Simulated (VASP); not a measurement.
Here is the system:

```
CuCl
1.0
    0.00000     2.65783     2.65783
    2.65783     0.00000     2.65783
    2.65783     2.65783     0.00000
Cu Cl
1 1
Direct
  0.00000   0.00000   0.00000
  0.25000   0.25000   0.25000
```

Level of theory: PBE0 hybrid, VASP's PBE PAW potentials (set 64) (plane waves; VASP 6.6.1). Settings: 520 eV cut-off, 6×6×6 Γ-centred mesh, Gaussian smearing of 0.050 eV, potentials Cu Cl.

Question: What does the run give for the energy per atom (σ→0), pressure, band gap (on the k-mesh) with the smallest direct gap where there is one?

Answer: 
```
Quantity                                     Result
-----------------------------------  --------------
band gap (on the k-mesh)                    3.12 eV
smallest direct gap (on the k-mesh)         3.12 eV
energy per atom (σ→0)                -4032 meV/atom
pressure                                   3.68 GPa
```

Only differences to runs with the same potentials and settings are physical.

The compound is CuCl in the zinc blende structure. This cell is one point of a volume scan, at 0.94 of the reference volume. The cell's shape comes from a PBE relaxation.
